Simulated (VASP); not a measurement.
The system is InSb.

```
CELL_PARAMETERS angstrom
0.00000 3.23910 3.23910
3.23910 0.00000 3.23910
3.23910 3.23910 0.00000
ATOMIC_POSITIONS crystal
In 0.00000 0.00000 0.00000
Sb 0.25000 0.25000 0.25000
```

Base run:

```yaml
Program: VASP 6.6.1
Functional: PBE
Potentials_or_basis: VASP PAW PBE potentials, release 64 (In_d, Sb)
Cutoff: 350 eV
k_mesh: 6 × 6 × 6
Occupations: gaussian, width 0.02 eV
Spin: no spin polarisation
```

Its results: band gap on the k mesh none (metal or under the smearing width); pressure 3.0 GPa.

Problem. The run is repeated on the same cell with these changes: cutoff from 350 eV to 520 eV; k mesh from 6 × 6 × 6 to 4 × 4 × 4. What comes out?

Solution. Band gap on the k mesh none (metal or under the smearing width); pressure 3.7 GPa.

Caveats: some runs use coarse meshes; this crystal is a semiconductor, whose small gap the functional closes, so the metal is an error of the method.

Not every run made on this cell is shown here.
